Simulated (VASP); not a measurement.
Here is a VASP 6.6.1 calculation.

Contents of INCAR:

```
SYSTEM = LiWS3
  PREC = Accurate
  ENCUT = 520
  EDIFF = 1E-7
  ISMEAR = -1
  SIGMA = 0.05
  LREAL = .False.
  LASPH = .True.
  NELM = 100
  ALGO = Normal
  ISIF = 2
  LWAVE = .False.
  LCHARG = .False.
  GGA = PE
  NBANDS = 26
```

KPOINTS

```
regular mesh
0
Gamma
  6 6 6
  0 0 0
```

POSCAR

```
LiWS3
1.0
    4.4028645200      0.0000000000      0.0000000000
    0.0000000000      4.4028645200      0.0000000000
    0.0000000000      0.0000000000      4.4028645200
Li W S
1 1 3
Direct
    0.5000000000      0.5000000000      0.5000000000
    0.0000000000      0.0000000000      0.0000000000
    0.5000000000      0.5000000000      0.0000000000
    0.5000000000      0.0000000000      0.5000000000
    0.0000000000      0.5000000000      0.5000000000
```

Potentials or basis: VASP PAW PBE potentials, release 64 (Li_sv, W_sv, S).

Run with:

```console
$ cat potpaw_PBE.64/Li_sv/POTCAR potpaw_PBE.64/W_sv/POTCAR potpaw_PBE.64/S/POTCAR > POTCAR
$ mpirun -np 1 vasp_std > vasp.out
```

(1) Predict the band gap on the k mesh.

Results:

(1) none (metal or under the smearing width).
